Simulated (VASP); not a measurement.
Runs of VASP 6.6.1 on ZnSn4. All rows change the cell; the cell of one of them follows. It takes space group Im-3m (No. 229, cubic). The conventional cell has a = 6.564 Å, b = 6.564 Å, c = 6.564 Å, α = 90.00°, β = 90.00°, γ = 90.00°. Zn (site symmetry m-3m) is surrounded by 8 Sn at 2.84 Å. Sn (site symmetry -3m) has 2 Zn at 2.84 Å as nearest neighbours. The cell was built by a generator and needn't be a form met in nature.

```tsv
task	cell	k mesh	cutoff (eV)	gap on the mesh (eV)	pressure (GPa)	relaxed volume (Å³/atom)
single point	species swapped into the MnGa4 type (Im-3m, No. 229)	8 × 8 × 8	520	none	0.0	-
single point	species swapped into the MnGa4 type (Im-3m, No. 229)	4 × 4 × 4	520	none	-0.3	-
relaxation of cell and atoms	relaxed from: species swapped into the MnGa4 type (Im-3m, No. 229)	4 × 4 × 4	600	none	0.0	27.92
relaxation of cell and atoms	relaxed from: species swapped into the MnGa4 type (Im-3m, No. 229)	8 × 8 × 8	600	none	0.0	(a)
```

Alike in all rows: level PBE; potentials or basis VASP PAW PBE potentials, release 64 (Zn, Sn_d); no spin polarisation; smearing gaussian 0.1 eV.

Estimate the missing entries.

(a) 28.31.

A k mesh can miss the band edges, and the runs leave out spin-orbit coupling on Sn.

A gap of «none» marks a metal or a gap under the smearing width.
